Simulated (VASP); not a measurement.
Given:

```
CELL_PARAMETERS angstrom
      2.82569     0.00000     0.00000
      0.00000     2.82569     0.00000
      0.00000     0.00000     4.06327
ATOMIC_POSITIONS crystal
  Ti 0.00000 0.00000 0.00000
  Al 0.50000 0.50000 0.50000
```

Level of theory: PBE GGA, VASP's PBE PAW potentials (set 64) (plane waves; VASP). Numerical set-up: 500 eV cut-off, 13×13×9 Γ-centred mesh, first-order Methfessel-Paxton smearing of 0.10 eV, potentials Ti_sv Al.

Energy and stress use the plane-wave basis of the starting cell.

The ions, cell shape and volume at an external pressure of 5.0 GPa are relaxed. Which structure does the run end with?

```
CELL_PARAMETERS angstrom
      2.78799     0.00000     0.00000
      0.00000     2.78799     0.00000
      0.00000     0.00000     4.00912
ATOMIC_POSITIONS crystal
  Ti 0.00000 0.00000 0.00000
  Al 0.50000 0.50000 0.50000
```
Space group P4/mmm (123), at a tolerance of 0.03 Å.

How do energy and volume change from the first to the last step?

The energy (σ→0) changes by +9.7 meV/atom and the volume by -3.9 %, in 3 ionic steps.

| step | E(σ→0) (eV) | max force (eV/Å) | pressure (GPa) | volume (Å³) |
|---|---|---|---|---|
| 1 | -12.3894 | 0.000 | 0.01 | 32.44 |
| 2 | -12.3229 | 0.000 | 9.74 | 30.13 |
| 3 | -12.3700 | 0.000 | 4.98 | 31.16 |

The compound is TiAl in the L1_0 structure. This run relaxes it under an external pressure of 5 GPa. Symmetry was kept, so distortions that lower it aren't found. The electron count is odd and the run is not spin-polarised, which forces a metal.
